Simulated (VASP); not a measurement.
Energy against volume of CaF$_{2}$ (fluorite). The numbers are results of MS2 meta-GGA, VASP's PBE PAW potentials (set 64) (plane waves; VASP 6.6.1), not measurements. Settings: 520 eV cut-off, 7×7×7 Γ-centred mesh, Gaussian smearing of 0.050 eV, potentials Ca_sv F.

```
V (Å³/atom)  E (eV/atom)
-----------  -----------
12.761          -9.29306
13.169          -9.30567
13.576          -9.31071
13.983          -9.30861
```

Q: Fit these four points and predict the energy of the run at 14.391 Å³/atom.

A: A cubic in V^(−2/3), the third-order Birch-Murnaghan form, passes through the four points with V0 = 13.66 Å³/atom and B0 = 93 GPa, and gives -9.2998 eV/atom there. The run gave -9.3008 eV/atom, -1.0 meV/atom from the fit; all five points give B0 = 87 GPa.

The compound is CaF2 in the fluorite structure. It was relaxed first.
